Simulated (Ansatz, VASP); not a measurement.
**Cross-check of GeW (NiAs type (invented)) between VASP and Ansatz**

Wanted: the spread between two codes on one cell, functional and k mesh. The cell is generated by rule, not measured, and may not be a known phase. Of the first pair: The two relaxations start from unlike cells of this crystal (the structure described is Ansatz's start), so only their ends are compared.

Method: plane waves, with VASP 6.6.1 beside it; relaxation of cell and atoms at LDA, in Ansatz 0.2.0.

## (1) The structure

The structure is hexagonal, space group P6_3/mmc (No. 194). The conventional cell has a = 3.903 Å, b = 3.903 Å, c = 6.362 Å, α = 90.00°, β = 90.00°, γ = 120.00°. Nearest to W lie 6 Ge at 2.76 Å. Nearest to Ge lie 6 W at 2.76 Å. Farther neighbours are not listed.

## (2) VASP: relaxation of cell and atoms, LDA, pair 1

The relaxed volume is the usual yardstick between codes: in a stiff, nearly cubic crystal its relative difference is about their pressure difference at one cell divided by the bulk modulus.

Lines of VASP's logs that name or quote its potential files are left out, and so is its time.

File INCAR:

```
SYSTEM = GeW
PREC = Accurate
ENCUT = 600
EDIFF = 1E-07
NELM = 120
ISMEAR = 0
SIGMA = 0.1
LREAL = .FALSE.
ALGO = Normal
GGA = CA
NBANDS = 26
LASPH = .TRUE.
LORBIT = 11
LWAVE = .FALSE.
LCHARG = .FALSE.
ISIF = 3
IBRION = 2
NSW = 80
EDIFFG = -0.005
GGA_COMPAT = .FALSE.
NELMIN = 4
KPAR = 2
```

File POSCAR:

```
GeW
1.0
    3.1146284983      0.0000000000      0.0000000000
   -1.5573142492      2.6973476890      0.0000000000
    0.0000000000      0.0000000000      7.2476349630
W Ge
2 2
Direct
    0.0000000000      0.0000000000      0.0000000000
    0.0000000000      0.0000000000      0.5000000000
    0.3333332840      0.6666665681      0.2500000000
    0.6666667160      0.3333334319      0.7500000000
```

File KPOINTS:

```
Automatic mesh
0
Gamma
6 6 4
0 0 0
```

The projector-augmented-wave data sets are W and Ge_d (LDA family, release 64).

Launch:

```bash
$ mpirun -np 2 vasp_std
```

Numbers of over 12 decimals in the logs are rounded to 6 here.

What it wrote:

```text
[banner, memory and clock lines left out]
running    2 mpi-ranks, on    1 nodes
 distrk:  each k-point on    1 cores,    2 groups
 distr:  one band on    1 cores,    1 groups

 POSCAR found type information on POSCAR W Ge
 POSCAR found :  2 types and       4 ions
 LDA part: xc-table for (Slater(with rela. corr.)+CA(PZ))
 , standard interpolation
 POSCAR, INCAR and KPOINTS ok, starting setup
 FFT: planning ... GRIDC
 FFT: planning ... GRID_SOFT
 FFT: planning ... GRID
 WAVECAR not read
 entering main loop
       N       E                     dE             d eps       ncg     rms          rms(c)
DAV:   1     0.317832703421E+03    0.31783E+03   -0.21187E+04  1298   0.405E+03
DAV:   2     0.136763688106E+02   -0.30416E+03   -0.29662E+03  1108   0.746E+02
DAV:   3    -0.374527643838E+02   -0.51129E+02   -0.49675E+02  1302   0.182E+02
DAV:   4    -0.399404989557E+02   -0.24877E+01   -0.24461E+01  1334   0.424E+01
DAV:   5    -0.399896698567E+02   -0.49171E-01   -0.49077E-01  1368   0.652E+00    0.296E+01
DAV:   6    -0.384522777558E+02    0.15374E+01   -0.47426E+00  1426   0.902E+00    0.115E+01
DAV:   7    -0.382293805514E+02    0.22290E+00   -0.42749E-01  1458   0.725E+00    0.399E+00
DAV:   8    -0.382046128399E+02    0.24768E-01   -0.64289E-02  1526   0.192E+00    0.306E-01
DAV:   9    -0.382029960022E+02    0.16168E-02   -0.10006E-02  1432   0.146E+00    0.264E-01
DAV:  10    -0.382029674147E+02    0.28588E-04   -0.48374E-04  1316   0.169E-01    0.863E-02
DAV:  11    -0.382029227529E+02    0.44662E-04   -0.12269E-04  1324   0.110E-01    0.174E-02
DAV:  12    -0.382029228941E+02   -0.14122E-06   -0.54026E-06  1240   0.216E-02    0.752E-03
DAV:  13    -0.382029227452E+02    0.14894E-06   -0.17984E-06  1464   0.129E-02    0.239E-03
DAV:  14    -0.382029226841E+02    0.61103E-07   -0.15024E-07   752   0.265E-03
   1 F= -.38202923E+02 E0= -.38199847E+02  d E =-.382029E+02
 curvature:   0.00 expect dE= 0.000E+00 dE for cont linesearch  0.000E+00
 trial: gam= 0.00000 g(F)=  0.365E-42 g(S)=  0.936E-05 ort = 0.000E+00 (trialstep = 0.100E+01)
 search vector abs. value=  0.936E-05
 bond charge predicted
       N       E                     dE             d eps       ncg     rms          rms(c)
DAV:   1    -0.382029529404E+02   -0.30195E-04   -0.74233E-04  1316   0.234E-01    0.322E-02
DAV:   2    -0.382029374000E+02    0.15540E-04   -0.21029E-05  1564   0.600E-02    0.196E-02
DAV:   3    -0.382029288354E+02    0.85647E-05   -0.11456E-05  1594   0.402E-02    0.256E-03
DAV:   4    -0.382029289146E+02   -0.79253E-07   -0.13069E-06  1190   0.892E-03    0.142E-03
DAV:   5    -0.382029289028E+02    0.11832E-07   -0.36659E-08   658   0.136E-03
   2 F= -.38202929E+02 E0= -.38199864E+02  d E =-.621871E-05
 trial-energy change:   -0.000006  1 .order   -0.000006   -0.000009   -0.000003
 step:   1.3738(harm=  1.3738)  dis= 0.00000  next Energy=   -38.202929 (dE=-0.643E-05)
 reached required accuracy - stopping structural energy minimisation
```

OUTCAR, selected parts (step 2):

```text
ion  position               nearest neighbor table
   1  0.000  0.000  0.000-   3 2.55   4 2.55   4 2.55   3 2.55   4 2.55   3 2.55
   2  0.000  0.000  0.500-   3 2.55   4 2.55   4 2.55   3 2.55   4 2.55   3 2.55
   3  0.333  0.667  0.250-   1 2.55   2 2.55   1 2.55   2 2.55   1 2.55   2 2.55
   4  0.667  0.333  0.750-   1 2.55   2 2.55   1 2.55   2 2.55   1 2.55   2 2.55

  LATTYP: Found a hexagonal cell.
 ALAT       =     3.1146284983
 C/A-ratio  =     2.3269661107

 Subroutine GETGRP returns: Found 24 space group operations
 (whereof 12 operations were pure point group operations)

The static configuration has the point symmetry D_3d.
 The point group associated with its full space group is D_6h.

 Found     21 irreducible k-points:

   k-points           NKPTS =     21   k-points in BZ     NKDIM =     21   number of bands    NBANDS=     26

   dimension x,y,z NGX =    28 NGY =   28 NGZ =   60
   dimension x,y,z NGXF=    56 NGYF=   56 NGZF=  120

   ENCUT  =  600.0 eV  44.10 Ry    6.64 a.u.   6.22  6.22 14.48*2*pi/ulx,y,z

   NELECT =      40.0000    total number of electrons

 k-points in reciprocal lattice and weights: Automatic mesh
   0.00000000  0.00000000  0.00000000       0.007
   0.16666667 -0.00000000  0.00000000       0.042
   0.33333333  0.00000000  0.00000000       0.042
   0.50000000 -0.00000000  0.00000000       0.021
   0.16666667  0.16666667  0.00000000       0.042
   0.33333333  0.16666667  0.00000000       0.083
   0.33333333  0.33333333  0.00000000       0.014
   0.00000000  0.00000000  0.25000000       0.014
   0.16666667 -0.00000000  0.25000000       0.083
[...]
0.33333333  0.16666667  0.50000000       0.083
   0.33333333  0.33333333  0.50000000       0.014

 average (electrostatic) potential at core
       1 -37.5949       2 -37.5949       3 -71.4680       4 -71.4680

 E-fermi :   8.2727

 k-point     1 :       0.0000    0.0000    0.0000
  band No.  band energies     occupation
    ...
     16       6.5431      2.00000
     17       7.4522      2.00000
     18       7.4522      2.00000
     19       7.5432      2.00000
     20       8.1551      1.90375
     21       8.4622      0.00738
     22       8.4622      0.00738
     23       9.4888      0.00000
     24       9.4888      0.00000
     25      13.8181      0.00000
    ...

 k-point     2 :       0.1667   -0.0000    0.0000
  band No.  band energies     occupation
    ...
     17       6.8907      2.00000
     18       7.3229      2.00000
     19       7.3626      2.00000
     20       8.0621      1.99711
     21       8.1359      1.94703
     22       8.4443      0.01527
     23       9.3082      0.00000
     24      11.3764      0.00000
     25      11.7039      0.00000
     26      13.7313      0.00000

 k-point     3 :       0.3333    0.0000    0.0000
  band No.  band energies     occupation
    ...
     15       4.6575      2.00000
     16       4.7568      2.00000
     17       5.5806      2.00000
     18       6.4254      2.00000
     19       6.4298      2.00000
     20       8.8476      0.00000
     21       9.0862      0.00000
     22       9.1308      0.00000
     23      10.0513      0.00000
     24      10.7638      0.00000
    ...

  Total       -0.0073321     -0.0073321      0.0025416      0.0000000     -0.0000000      0.0000000
  in kB       -0.1929228     -0.1929229      0.0668735      0.0000000     -0.0000000      0.0000000
  external PRESSURE =      -0.1063241 kB  Pullay stress =       0.0000000 kB

  energy-cutoff  :      600.00
  volume of cell :       60.89
      direct lattice vectors                 reciprocal lattice vectors
     3.114242099  0.000000000  0.000000000     0.321105414  0.185390278 -0.000000000
    -1.557121050  2.697013058 -0.000000000    -0.000000000  0.370780556 -0.000000000
     0.000000000  0.000000000  7.249712387    -0.000000000  0.000000000  0.137936507

 POSITION                                       TOTAL-FORCE (eV/Angst)
 -----------------------------------------------------------------------------------
      0.00000      0.00000      7.24971         0.000000     -0.000000      0.000000
      0.00000      0.00000      3.62486         0.000000     -0.000000      0.000000
     -0.00000      1.79801      1.81243        -0.000000      0.000000      0.000000
      1.55712      0.89900      5.43728         0.000000     -0.000000     -0.000000
 -----------------------------------------------------------------------------------
    total drift:                               -0.000000      0.000000     -0.000000

  FREE ENERGIE OF THE ION-ELECTRON SYSTEM (eV)
  ---------------------------------------------------
  free  energy   TOTEN  =       -38.2029289028 eV

  energy  without entropy=      -38.1967996963  energy(sigma->0) =      -38.19986430

 reached required accuracy - stopping structural energy minimisation

 total charge
# of ion       s       p       d       tot
------------------------------------------
    1        0.541   0.595   4.319   5.455
    2        0.541   0.595   4.319   5.455
    3        1.137   1.412  10.121  12.670
    4        1.137   1.412  10.121  12.670
--------------------------------------------------
tot          3.355   4.015  28.879  36.249

[... 3 further parts left out ...]
```

CONTCAR:

```
GeW
   1.00000000000000
     3.1142420993753950    0.0000000000000072    0.0000000000000000
    -1.5571210497376851    2.6970130576088054   -0.0000000000000000
     0.0000000000000000    0.0000000000000000    7.2497123865629840
  W               Ge
     2     2
Direct
     0.0000000000000000    0.0000000000000000    1.0000000000000000
     0.0000000000000000    0.0000000000000000    0.5000000000000000
     0.3333332839999983    0.6666665680999984    0.2500000000000000
     0.6666667160000017    0.3333334319000016    0.7500000000000000
```

## (3) Ansatz: relaxation of cell and atoms, LDA, pair 1

Ansatz runs on its default PAW (the set named soft_2) files.

Its own start cell and the same functional (in two slightly different forms), mesh and smearing now go to Ansatz, which takes its cutoff from its data sets.

File input.yaml:

```yaml
crystal:
  lattice:
    - [3.90323, 0.0, 0.0]
    - [-1.951615, 3.380297, 0.0]
    - [0.0, 0.0, 6.36226]
  atoms:
    - { symbol: W, position: [0.0, 0.0, 0.0] }
    - { symbol: W, position: [0.0, 0.0, 0.5] }
    - { symbol: Ge, position: [0.333333, 0.666667, 0.25] }
    - { symbol: Ge, position: [0.666667, 0.333333, 0.75] }
kpoints:
  mp_grid: { grid: [6, 6, 4] }
hamiltonian:
  xc: lda
scf:
  occupations: { method: gaussian, width: 0.1 }
output:
  forces: true
  stress: true
  eigenvalues: true
relax:
  adjacent_minimum: "off"
  f_tol: 0.05
  max_steps: 80
  cell: { stress_tol: 0.5 }
```

Launch:

```bash
$ ansatz run input.yaml --threads 2 --pin off --max-ram 5120MiB --backend cpu --events-out ev --progress --plain --runs-dir out
```

What it wrote:

```text
Warning: the atoms were moved onto the symmetric positions of the space group found under crystal.symmetry.tolerance 1.0e-5 (fractional; no operation is sought that the atoms, as they stand in a round, miss by more than twice it, and no atom is moved by as much as it), and the run uses the moved positions. Before a round's move an operation carried an atom to 3.90e-6 Å from where it should land, the largest such dist [...]
The last accepted step is kept in <dir> (removed where the run ends without a failure and the disk answers)
Engine: ansatz 0.2.0, aarch64-unknown-linux-gnu
Pseudopotentials: kind: paw
Pseudopotential: W, paw, valence charge 14, recommended cutoff 420 eV (normal), W.paw.azcp
Pseudopotential: Ge, paw, valence charge 14, recommended cutoff 420 eV (normal), Ge.paw.azcp
Functional definition: SPW92
  exchange = slater_x
  correlation = pw_c
Crystal: 4 atoms, lattice volume = 83.944 Å³
Basis set: ecut = 420 eV, 1665 PW (Γ)
Bands: 34, of which v1, the nominal top of the filled ones, is band 28 counted from 1 (27 counted from 0)
Symmetry: 24 space group operations
Space group: P63/mmc (ITA 194), of the structure as read, at distance tolerance 4.4e-5 Å
k-points: 21 of 144
Non-local potential: W, projectors of the file, l = 0: 3, l = 1: 2, l = 2: 2, l = 3: 1
Non-local potential: Ge, projectors of the file, l = 0: 2, l = 1: 2, l = 2: 3, l = 3: 1
PAW form: soft (Blöchl's): semilocal exchange-correlation on the pseudo side does not see the compensation charge
PAW frozen core: W, regenerated for the run's functional, and the local potential with it (the file was generated under x = pbe(κ = 0.804, μ = 0.219515), c = pbe(β = 0.066725))
PAW frozen core: Ge, regenerated for the run's functional, and the local potential with it (the file was generated under x = pbe(κ = 0.804, μ = 0.219515), c = pbe(β = 0.066725))
PAW one-centre angular grid: W, 590 points (default); XC on 64 Gauss nodes
PAW one-centre angular grid: Ge, 590 points (default); XC on 64 Gauss nodes
Initial density: superposition of atomic densities (neutral atoms: chi_scale 0, normalization atom), corrected by the library's trained network
Initial wavefunctions: pseudopotential atomic-orbital guess
Functional: x = slater, c = lda
[...]
SCF iter   2: F=—  HF=-28690.532285 eV  |F-HF|=—  |Δ(HF+E_count)|=   2.08e-3  Δρ=1.74e-3  dr2=2.42e-3  ethr=1.57e-5  ⟨swp⟩=1.6  Hψ=745  notcnv=0
SCF iter   3: F=—  HF=-28690.531562 eV  |F-HF|=—  |Δ(HF+E_count)|=   7.23e-4  Δρ=2.64e-4  dr2=2.75e-5  ethr=4.31e-6  ⟨swp⟩=2.0  Hψ=917  notcnv=0
SCF iter   4: F=—  HF=-28690.531540 eV  |F-HF|=—  |Δ(HF+E_count)|=   2.11e-5  Δρ=1.08e-4  dr2=5.83e-6  ethr=4.91e-8  ⟨swp⟩=2.0  Hψ=1127  notcnv=0
SCF iter   5: F=—  HF=-28690.531542 eV  |F-HF|=—  |Δ(HF+E_count)|=   1.17e-6  Δρ=2.29e-5  dr2=2.68e-7  ethr=1.04e-8  ⟨swp⟩=2.0  Hψ=1113  notcnv=0
SCF iter   6: F=—  HF=-28690.531541 eV  |F-HF|=—  |Δ(HF+E_count)|=   9.82e-7  Δρ=3.96e-6  dr2=7.98e-9  ethr=4.79e-10  ⟨swp⟩=2.2  Hψ=1122  notcnv=0
SCF iter   7: F=-28690.531541 eV  HF=-28690.531541 eV  |F-HF|=1.82e-11  |Δ(HF+E_count)|=  6.95e-10  Δρ=3.29e-7  dr2=4.82e-11  ethr=7.14e-12  ⟨swp⟩=4.2  Hψ=2465  notcnv=0
SCF 11 converged in 7 iterations: F = -28690.531541 eV  dr2 = 4.82e-11
relax step  11: F+E_penalty+E_count = -28690.53154061 eV  Δ(F+E_penalty+E_count) = -2.229e-3 eV  max|allowed force component| = 1.110e-16 eV/Å  Δτ_max = 0.0000 Å  P = -0.376 GPa  Ω = 61.007 Å³  energy of the carried Pulay correction = +4.260e-3 eV  (7 SCF iters, accepted)
[...]
relax step  12: F+E_penalty+E_count = -28690.53168026 eV  Δ(F+E_penalty+E_count) = -1.397e-4 eV  max|allowed force component| = 1.180e-16 eV/Å  Δτ_max = 0.0000 Å  P = -0.040 GPa  Ω = 60.930 Å³  energy of the carried Pulay correction = +4.276e-3 eV  (6 SCF iters, dr2 threshold 4.00e-7 eV, accepted)
[...]
relax step  13: F+E_penalty+E_count = -28690.53339759 eV  Δ(F+E_penalty+E_count) = -1.717e-3 eV  max|allowed force component| = 1.318e-16 eV/Å  Δτ_max = 0.0000 Å  P = +0.089 GPa  Ω = 60.930 Å³  stress off target by 3.73e-1 GPa  SCF on the basis re-selected at this cell (its energy is not comparable with the rows above)  (6 SCF iters)
basis re-selected at this cell: Δ(F+E_penalty+E_count) = -1.717e-3 eV, ΔP = +0.128 GPa vs the last step (what re-selecting the basis moved, of the pressure what is left beyond the Pulay correction that the steps carried, after the strain that the cell walked since its last selection, with what the two solves' SCF thresholds leave and, on support functions, any second-order correction that the steps lacked; it is no measure of the basis error at this ecutwfc). The dense FFT grid was sized anew with the basis: this SCF ran on 24×24×50 points, the steps before it on 27×27×45, so part of this shift can come from that change (see relax.cell in the input reference). [rest of the remark cut]
SCF converged after 6 iterations
Free energy (F): -28690.533398 eV
Harris-Foulkes:  -28690.533398 eV  (|F-HF|=0.00e0)
Internal energy: -28690.526661 eV  (E = F + TS)
E sigma→0 (E₀):  -28690.530029 eV
Entropy (-TS):   -0.006737 eV (-1.684 meV/atom)
Fermi energy:    18.415918 eV
--- Per-component energies (eV) ---
  E_band       = -297.192297
  E_kinetic    = 1135.311221
  E_local      = -5201.483005  (includes V_loc(G=0)·N_el)
  E_nonlocal   = 860.572428
  E_hartree    = 2210.564255
  E_xc         = -684.781415
  E_vxc        = -613.761013  (∫ρ·V_xc dr)
  E_paw        = -20504.745835  (= ΣΔE_a)
  E_vpaw       = -898.960771  (= ΣTr[D̂ρ^β])
  E_aug_tail   = 0.000404  (compensation charges beyond the density's cutoff)
  E_ewald      = -6510.347672
  E_core_change = 4.382958  (= ΣΔE_core)
  E_smearing   = -0.006737  (= −TS)
  E_closure    = 0.000000  (closes the sum)
  Σ components = -28690.533398   (vs F -28690.533398, Δ=0.00e0)
--- Forces (eV/Å), atoms counted from 1 ---
  atom   1  W     -0.00000000    -0.00000000     0.00000000
  atom   2  W     -0.00000000    -0.00000000     0.00000000
  atom   3  Ge     0.00000000    -0.00000000     0.00000000
  atom   4  Ge     0.00000000     0.00000000    -0.00000000
  max |Σ_I F_I| component: 5.55e-17 eV/Å
--- Stress (GPa, compression-positive) ---
       -0.053148       0.000000       0.000000
       -0.000000      -0.053148      -0.000000
        0.000000      -0.000000       0.372815
  P = ⅓ Tr σ = 0.0888 GPa (0.888 kbar)
--- Band table (eV; the first three rows and the last of 21) ---
  k-point 0: bands = [... 24 lower, 17.6038, 17.6038, 17.7139, 18.3590, 18.6071, 18.6071, 19.6507, 19.6507, ... 2 higher]
  k-point 1: bands = [... 24 lower, 17.4552, 17.4552, 17.6801, 18.1772, 18.7129, 18.7129, 19.4208, 19.4208, ... 2 higher]
  k-point 2: bands = [... 24 lower, 17.1154, 17.1154, 17.8368, 17.8368, 19.0127, 19.0127, 19.0127, 19.0127, ... 2 higher]
  k-point 20: bands = [... 24 lower, 14.7140, 14.7140, 16.9866, 16.9866, 21.0357, 21.0357, 21.2932, 21.2932, ... 2 higher]
--- Relaxed structure (12 steps of the walk, 11 accepted, 1 SCFs on fresh bases) ---
  F+E_penalty+E_count = -28690.53339759 eV   max|allowed force component| = 1.318e-16 eV/Å   (the final SCF, on the basis selected at the relaxed cell)
  cell:  # Å, volume = 60.9301 Å³
    - [3.118290, 0, 4.611343787706858e-18]
    - [-1.559145, 2.700518, -2.3056718938534317e-18]
    - [7.516483847680654e-18, 0, 7.235497]
  atoms:
    - { symbol: W, position: [0, 0, 0] }
    - { symbol: W, position: [0, 0, 0.5] }
    - { symbol: Ge, position: [0.333333, 0.666667, 0.25] }
    - { symbol: Ge, position: [0.666667, 0.333333, 0.750000] }
```

## (4) Side by side

Known differences besides the potentials themselves: the two LDA forms differ slightly; the data sets hold 56 valence electrons in Ansatz (on its default PAW (the set named soft_2) files) and 40 in VASP; the cutoff is 420 eV in Ansatz and 600 eV in VASP; VASP's log shows a relativistic correction to its local exchange, Ansatz's none; Ansatz adds a Pulay correction to the stress that steers its cell, VASP none. Total energies have different zeros and are not compared.

Compared:

```tsv
quantity	Ansatz	VASP	difference
volume (Å³)	60.93	60.89	+0.06 %
edge a after relaxation, in the typed setting (Å)	3.118	3.114	+0.13 %
edge c after relaxation, in the typed setting (Å)	7.236	7.250	-0.20 %
```

(Continued in part 2 of 2.)

[Lines on the potential files, build, host, timing and source positions are cut from VASP's logs without a mark.]

[Logs are printed without paths, hosts, clocks, repeated set-up lines and the standing remarks that a program may print on its own settings, such as how far it seeks lower states.]

[Hosts, paths, dates, database ids (printed as entryN), source tags and the programs' standing remarks are cut or masked in the printed files.]
